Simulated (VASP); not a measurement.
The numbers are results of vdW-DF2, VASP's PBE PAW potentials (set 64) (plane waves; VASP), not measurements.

The input files of a VASP run:

KPOINTS:
```
Regular mesh
0
gamma
10 10 10
```

### POSCAR
```
BP
1
    0.0000000000     2.2536419035     2.2536419035
    2.2536419035     0.0000000000     2.2536419035
    2.2536419035     2.2536419035     0.0000000000
B P
1 1
Direct
  0.0000000000   0.0000000000   0.0000000000
  0.2500000000   0.2500000000   0.2500000000
```

INCAR:
```
SYSTEM = BP
PREC = Accurate
ENCUT = 520
EDIFF = 1E-7
NELM = 100
ALGO = Normal
LREAL = .FALSE.
LASPH = .TRUE.
ISMEAR = 0
SIGMA = 0.05
GGA = ML
ZAB_VDW = -1.8867
LUSE_VDW = .TRUE.
AGGAC = 0.0
LWAVE = .FALSE.
LCHARG = .FALSE.
ISIF = 2
```

POTCAR, in this order: B P (PBE.64 set). Program: vasp_std.

What VASP printed:

**OUTCAR**
```
 ion  position               nearest neighbor table
   1  0.000  0.000  0.000-   2 1.95   2 1.95   2 1.95   2 1.95
   2  0.250  0.250  0.250-   1 1.95   1 1.95   1 1.95   1 1.95
  LATTYP: Found a face centered cubic cell.
 ALAT       =     4.5072838070
 Subroutine PRICEL returns:
 Original cell was already a primitive cell.
 Subroutine GETGRP returns: Found 24 space group operations
The static configuration has the point symmetry T_d .
The dynamic configuration has the point symmetry T_d .
 Subroutine INISYM returns: Found 24 space group operations
 Subroutine IBZKPT returns following result:
 Found     47 irreducible k-points:

 Following reciprocal coordinates:
            Coordinates               Weight
  0.000000  0.000000  0.000000      1.000000
  0.100000  0.000000  0.000000      8.000000
  0.200000  0.000000  0.000000      8.000000
  0.300000  0.000000  0.000000      8.000000
  0.400000  0.000000  0.000000      8.000000
  0.500000  0.000000  0.000000      4.000000
  0.100000  0.100000  0.000000      6.000000
  0.200000  0.100000  0.000000     24.000000
  0.300000  0.100000  0.000000     24.000000
  0.400000  0.100000  0.000000     24.000000
  0.500000  0.100000  0.000000     24.000000
 -0.400000  0.100000  0.000000     24.000000
 -0.300000  0.100000  0.000000     24.000000
 -0.200000  0.100000  0.000000     24.000000
 -0.100000  0.100000  0.000000     12.000000
  0.200000  0.200000  0.000000      6.000000
  0.300000  0.200000  0.000000     24.000000
  0.400000  0.200000  0.000000     24.000000
  0.500000  0.200000  0.000000     24.000000
 -0.400000  0.200000  0.000000     24.000000
 -0.300000  0.200000  0.000000     24.000000
 -0.200000  0.200000  0.000000     12.000000
  0.300000  0.300000  0.000000      6.000000
  0.400000  0.300000  0.000000     24.000000
...
```

### OSZICAR
```
       N       E                     dE             d eps       ncg     rms          rms(c)
DAV:   1     0.148201206279E+02    0.14820E+02   -0.42503E+03   752   0.913E+02
DAV:   2    -0.104152689037E+02   -0.25235E+02   -0.23948E+02  1240   0.112E+02
DAV:   3    -0.106853406169E+02   -0.27007E+00   -0.27007E+00   872   0.159E+01
DAV:   4    -0.106861142108E+02   -0.77359E-03   -0.77359E-03  1240   0.876E-01
DAV:   5    -0.106861146374E+02   -0.42658E-06   -0.42658E-06   864   0.145E-02    0.638E+00
DAV:   6    -0.100061158643E+02    0.68000E+00   -0.20630E+00   928   0.843E+00    0.342E+00
DAV:   7    -0.989854279945E+01    0.10757E+00   -0.31022E-01  1152   0.377E+00    0.152E+00
DAV:   8    -0.988864551971E+01    0.98973E-02   -0.72433E-02  1040   0.201E+00    0.481E-01
DAV:   9    -0.988900551959E+01   -0.36000E-03   -0.15720E-03   872   0.493E-01    0.520E-02
DAV:  10    -0.988903244884E+01   -0.26929E-04   -0.65369E-05  1056   0.980E-02    0.338E-02
DAV:  11    -0.988903543226E+01   -0.29834E-05   -0.58193E-06  1008   0.200E-02    0.781E-03
DAV:  12    -0.988903715688E+01   -0.17246E-05   -0.45361E-06   896   0.289E-02    0.130E-03
DAV:  13    -0.988903714276E+01    0.14116E-07   -0.74080E-08   952   0.214E-03
   1 F= -.98890371E+01 E0= -.98890371E+01  d E =-.128414E-13
```

**OUTCAR**
```
------------------------ aborting loop because EDIFF is reached ----------------------------------------
  FORCE on cell =-STRESS in cart. coord.  units (eV):
  Direction    XX          YY          ZZ          XY          YZ          ZX
  --------------------------------------------------------------------------------------
  Total        1.4710378      1.4710378      1.4710378      0.0000000      0.0000000     -0.0000000
  in kB      102.9555342    102.9555342    102.9555342      0.0000000      0.0000000     -0.0000000
  external PRESSURE =     102.9555342 kB  Pullay stress =       0.0000000 kB
  volume of cell :       22.89
      direct lattice vectors                 reciprocal lattice vectors
     0.000000000  2.253641904  2.253641904    -0.221863109  0.221863109  0.221863109
     2.253641904  0.000000000  2.253641904     0.221863109 -0.221863109  0.221863109
     2.253641904  2.253641904  0.000000000     0.221863109  0.221863109 -0.221863109
  FREE ENERGIE OF THE ION-ELECTRON SYSTEM (eV)
  ---------------------------------------------------
  free  energy   TOTEN  =        -9.8890371428 eV

  energy  without entropy=       -9.8890371428  energy(sigma->0) =       -9.88903714
```
(Selected blocks of OUTCAR.)

The compound is BP in the zinc blende structure. This cell is one point of a volume scan, at 0.94 of the reference volume.
